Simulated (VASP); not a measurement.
Level of theory: PBE GGA, VASP's PBE PAW potentials (set 64) (plane waves; VASP).

Input for VASP

### POSCAR
```
Ni
1
    0.0000000000     1.7600000000     1.7600000000
    1.7600000000     0.0000000000     1.7600000000
    1.7600000000     1.7600000000     0.0000000000
Ni
1
Direct
  0.0000000000   0.0000000000   0.0000000000
```

INCAR:
```
NELM = 100
LCHARG = .FALSE.
ISMEAR = -1   ! Fermi-Dirac
SYSTEM = Ni
LWAVE = .FALSE.
ALGO = Normal   ! blocked Davidson
SIGMA = 0.1   ! width (eV)
EDIFF = 1E-6   ! SCF stop (eV)
ISPIN = 2   ! spin-polarised
PREC = Accurate
LASPH = .TRUE.   ! aspherical one-centre terms
ISIF = 2
LORBIT = 11
LMAXMIX = 4
ENCUT = 300
MAGMOM = 1.0
LREAL = .FALSE.
GGA = PE
```

**KPOINTS**
```
Automatic
0
gamma
 4 4 4
0 0 0
```

POTCAR, in this order: Ni (PBE.64 set). Program: vasp_std.

The run wrote:

File OUTCAR:
```
 ion  position               nearest neighbor table
   1  0.000  0.000  0.000-
  LATTYP: Found a face centered cubic cell.
 ALAT       =     3.5200000000
 Subroutine PRICEL returns:
 Original cell was already a primitive cell.
 Subroutine GETGRP returns: Found 48 space group operations
The static configuration has the point symmetry O_h .
The dynamic configuration has the point symmetry O_h .
The overall configuration has the point symmetry O_h .
 Subroutine INISYM returns: Found 48 space group operations
 Subroutine IBZKPT returns following result:
 Found      8 irreducible k-points:

 Following reciprocal coordinates:
            Coordinates               Weight
  0.000000  0.000000  0.000000      1.000000
  0.250000  0.000000  0.000000      8.000000
  0.500000  0.000000  0.000000      4.000000
  0.250000  0.250000  0.000000      6.000000
  0.500000  0.250000  0.000000     24.000000
 -0.250000  0.250000  0.000000     12.000000
  0.500000  0.500000  0.000000      3.000000
 -0.250000  0.500000  0.250000      6.000000
   k-points           NKPTS =      8   k-points in BZ     NKDIM =      8   number of bands    NBANDS=     10
   number of dos      NEDOS =    301   number of ions     NIONS =      1
   total plane-waves  NPLWV =   2744
   dimension x,y,z NGX =    14 NGY =   14 NGZ =   14
   dimension x,y,z NGXF=    28 NGYF=   28 NGZF=   28
   ions per type =               1
   PREC   = accura    normal or accurate (medium, high low for compatibility)
   ISTART =      0    job   : 0-new  1-cont  2-samecut
   ICHARG =      2    charge: 1-file 2-atom 10-const
   ISPIN  =      2    spin polarized calculation?
   LNONCOLLINEAR =      F non collinear calculations
   LSORBIT =      F    spin-orbit coupling
   INIWAV =      1    electr: 0-lowe 1-rand  2-diag
   ENCUT  =  300.0 eV  22.05 Ry    4.70 a.u.   3.52  3.52  3.52*2*pi/ulx,y,z
   NELM   =    100;   NELMIN=  2; NELMDL= -5     # of ELM steps
   EDIFF  = 0.1E-05   stopping-criterion for ELM
...
```

### OSZICAR
```
       N       E                     dE             d eps       ncg     rms          rms(c)
DAV:   1     0.181149355598E+02    0.18115E+02   -0.34679E+03   336   0.843E+02
DAV:   2    -0.600826488572E+01   -0.24123E+02   -0.22864E+02   328   0.137E+02
DAV:   3    -0.654945419337E+01   -0.54119E+00   -0.54026E+00   362   0.235E+01
DAV:   4    -0.655189154388E+01   -0.24374E-02   -0.24371E-02   336   0.151E+00
DAV:   5    -0.655193405959E+01   -0.42516E-04   -0.42516E-04   362   0.179E-01    0.971E+00
DAV:   6    -0.594061987231E+01    0.61131E+00   -0.14071E+01   338   0.542E+01    0.611E+00
DAV:   7    -0.560631311353E+01    0.33431E+00   -0.29129E+00   340   0.224E+01    0.214E+00
DAV:   8    -0.558012595053E+01    0.26187E-01   -0.76389E-02   350   0.340E+00    0.869E-01
DAV:   9    -0.557671138578E+01    0.34146E-02   -0.60365E-03   388   0.785E-01    0.230E-01
DAV:  10    -0.557628900196E+01    0.42238E-03   -0.15631E-04   404   0.134E-01    0.525E-02
DAV:  11    -0.557624473270E+01    0.44269E-04   -0.84367E-05   342   0.129E-01    0.449E-02
DAV:  12    -0.557624254890E+01    0.21838E-05   -0.39787E-06   182   0.225E-02    0.214E-02
DAV:  13    -0.557624182604E+01    0.72287E-06   -0.85110E-06   224   0.308E-02
   1 F= -.55762418E+01 E0= -.55567649E+01  d E =-.389539E-01  mag=     0.5833
```

File OUTCAR:
```
------------------------ aborting loop because EDIFF is reached ----------------------------------------
  FORCE on cell =-STRESS in cart. coord.  units (eV):
  Direction    XX          YY          ZZ          XY          YZ          ZX
  --------------------------------------------------------------------------------------
  Total       -0.2499586     -0.2499586     -0.2499586     -0.0000000     -0.0000000      0.0000000
  in kB      -36.7291296    -36.7291296    -36.7291296     -0.0000000     -0.0000000      0.0000000
  external PRESSURE =     -36.7291296 kB  Pullay stress =       0.0000000 kB
  volume of cell :       10.90
      direct lattice vectors                 reciprocal lattice vectors
     0.000000000  1.760000000  1.760000000    -0.284090909  0.284090909  0.284090909
     1.760000000  0.000000000  1.760000000     0.284090909 -0.284090909  0.284090909
     1.760000000  1.760000000  0.000000000     0.284090909  0.284090909 -0.284090909
 POSITION                                       TOTAL-FORCE (eV/Angst)
 -----------------------------------------------------------------------------------
      0.00000      0.00000      0.00000         0.000000      0.000000      0.000000
 -----------------------------------------------------------------------------------
    total drift:                               -0.000000     -0.000000     -0.000000
  FREE ENERGIE OF THE ION-ELECTRON SYSTEM (eV)
  ---------------------------------------------------
  free  energy   TOTEN  =        -5.5762418260 eV

  energy  without entropy=       -5.5372879176  energy(sigma->0) =       -5.55676487

 total charge

# of ion       s       p       d       tot
------------------------------------------
    1        0.487   0.505   8.298   9.290

 magnetization (x)

# of ion       s       p       d       tot
------------------------------------------
    1       -0.012  -0.026   0.637   0.599
```
(Selected blocks of OUTCAR.)

OUTCAR:
```
 val. band max:        9.3659672411   @ k =   0.5000   0.5000   0.0000

 cond. band min:       9.4423165171   @ k =   0.5000   0.0000   0.0000


 Fermi energy:         9.3672501636

 spin component 1

 k-point     1 :       0.0000    0.0000    0.0000
  band No.  band energies     occupation
      1       0.3549      1.00000
      2       6.9101      1.00000
      3       6.9101      1.00000
      4       6.9101      1.00000
      5       8.0598      1.00000
      6       8.0598      1.00000
      7      33.0697      0.00000
      8      36.9053      0.00000
      9      36.9053      0.00000
     10      36.9053      0.00000

 k-point     2 :       0.2500    0.0000    0.0000
  band No.  band energies     occupation
      1       2.5819      1.00000
      2       6.5947      1.00000
      3       7.1323      1.00000
      4       7.1323      1.00000
      5       8.1308      1.00000
      6       8.1308      1.00000
      7      23.7531      0.00000
      8      33.1625      0.00000
      9      34.7515      0.00000
     10      34.7515      0.00000

 k-point     3 :       0.5000    0.0000    0.0000
  band No.  band energies     occupation
      1       4.5207      1.00000
      2       6.9194      1.00000
      3       6.9194      1.00000
      4       8.7236      0.99840
      5       8.7236      0.99840
      6       9.0621      0.95485
      7      14.9937      0.00000
      8      31.5684      0.00000
      9      33.9930      0.00000
     10      33.9930      0.00000

 k-point     4 :       0.2500    0.2500    0.0000
  band No.  band energies     occupation
      1       3.2366      1.00000
      2       5.9982      1.00000
      3       7.4723      1.00000
      4       7.7439      1.00000
      5       7.7439      1.00000
      6       8.4064      0.99993
      7      28.5888      0.00000
      8      28.5888      0.00000
      9      29.4361      0.00000
     10      30.2165      0.00000
...
```

At this cut-off the stress carries a Pulay error, which pulls relaxed volumes low.

The structure is a typed Ni crystal (Fm-3m). The cell was not relaxed at this level. The k-mesh is coarse (spacing up to 0.77 per Å, 2π included), so the numbers may not be converged in it. The run is one of a series of settings (KPOINTS 4×4×4 Γ-centred mesh against the base run), some of them coarse on purpose.
